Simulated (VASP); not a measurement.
Runs of VASP 6.6.1 on Nb. Symmetry: Im-3m, No. 229, cubic system. Conventional cell: a = 3.271 Å, b = 3.271 Å, c = 3.271 Å, α = 90.00°, β = 90.00°, γ = 90.00°. Nb (site symmetry m-3m) is surrounded by 8 Nb at 2.83 Å. 

```csv
level,k mesh,cutoff (eV),smearing,gap on the mesh (eV),pressure (GPa)
PBEsol,18 × 18 × 18,900,gaussian 0.1 eV,none,0.0
PBEsol,18 × 18 × 18,520,gaussian 0.5 eV,none,(a)
r2SCAN,18 × 18 × 18,520,gaussian 0.1 eV,none,5.4
PBEsol,18 × 18 × 18,700,gaussian 0.1 eV,none,0.0
PBEsol,28 × 28 × 28,520,gaussian 0.1 eV,none,-0.2
```

Alike in all rows: task single point; potentials or basis VASP PAW PBE potentials, release 64 (Nb_sv); no spin polarisation; cell as given.

Question: Fill in the values left out.

Answer: (a) 0.7.

Caveats: the PAW data sets were made with another functional, which shifts forces and pressure a little.

A k mesh can miss the band edges, and the runs leave out spin-orbit coupling on Nb.

A gap of «none» marks a metal or a gap under the smearing width.
